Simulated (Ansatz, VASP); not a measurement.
**Ga4Si: VASP beside Ansatz**

File INCAR:

```
PREC     = Accurate       # precision mode
ENCUT    = 520            # plane-wave cutoff, eV
EDIFF    = 1E-7           # SCF threshold, eV
ISMEAR   = 0              # smearing method
SIGMA    = 0.1            # smearing width, eV
LREAL    = False          # projectors in reciprocal space
LASPH    = True           # aspherical terms in the spheres
NELM     = 100            # most SCF steps
ALGO     = Normal         # electronic algorithm
ISIF     = 2              # what is computed and relaxed
LWAVE    = False          # write WAVECAR
LCHARG   = True           # write CHGCAR
GGA      = PE             # functional
LELF     = True           # ELF
LVHAR    = True         
NBANDS   = 36             # bands
```

Contents of KPOINTS:

```
Automatic mesh
0
Gamma
  6 6 2
```

File POSCAR:

```
Ga4Si
1.0
    3.0632948300      0.0000000000      0.0000000000
   -1.5316474100      2.6528911400      0.0000000000
    0.0000000000      0.0000000000      9.8499674800
Ga Si
4 1
Direct
    0.3333333300      0.6666666700      0.8658552800
    0.3333333300      0.6666666700      0.3767953500
    0.6666666700      0.3333333300      0.1341447200
    0.6666666700      0.3333333300      0.6232046500
    0.0000000000      0.0000000000      0.0000000000
```

Input for Ansatz:

```yaml
crystal:
  lattice:
    - [3.06329483, 0.0, 0.0]
    - [-1.53164741, 2.65289114, 0.0]
    - [0.0, 0.0, 9.84996748]
  atoms:
    - { symbol: Ga, position: [0.33333333, 0.66666667, 0.86585528] }
    - { symbol: Ga, position: [0.33333333, 0.66666667, 0.37679535] }
    - { symbol: Ga, position: [0.66666667, 0.33333333, 0.13414472] }
    - { symbol: Ga, position: [0.66666667, 0.33333333, 0.62320465] }
    - { symbol: Si, position: [0.0, 0.0, 0.0] }
basis:
  ecutwfc: 420
kpoints:
  mp_grid: { grid: [6, 6, 2] }
hamiltonian:
  xc: pbe
scf:
  occupations: { method: gaussian, width: 0.1 }
  lower_state_search: "off"
output:
  forces: true
  stress: true
  eigenvalues: true
```

Change from the starting cell: species swapped into the Co4H type (P-3m1, No. 164).

Alike in both runs: task single point; functional PBE; k mesh 6 × 6 × 2; occupations gaussian, width 0.1 eV; no spin polarisation.

|  | VASP | Ansatz |
| --- | --- | --- |
| version | VASP 6.6.1 | Ansatz 0.2.0 |
| potentials or method | VASP PAW PBE potentials, release 64 (Ga_d, Si) | scalar-relativistic, plane waves, PAW |
| plane-wave cutoff (eV) | 520 | 420 |
| valence electrons in the cell | 56 | 56 |

```csv
,VASP,Ansatz,Ansatz less VASP
gap on the k mesh at the Fermi level (eV),none,none,-
rms of the force components (eV/Å),2.055,2.052,-0.0026
```

Atom by atom the forces differ by 0.003 eV/Å (rms over components). A gap of «none» marks a metal or a gap that the smearing closes. With one functional, cell and mesh, what is left measures potentials, basis and numerics.

Caveats: the k mesh is coarse (spacing up to 0.39 Å⁻¹), so the values aren't converged; forces of over 1 eV/Å show positions far from the minimum, so gaps and moduli don't describe the material at rest.
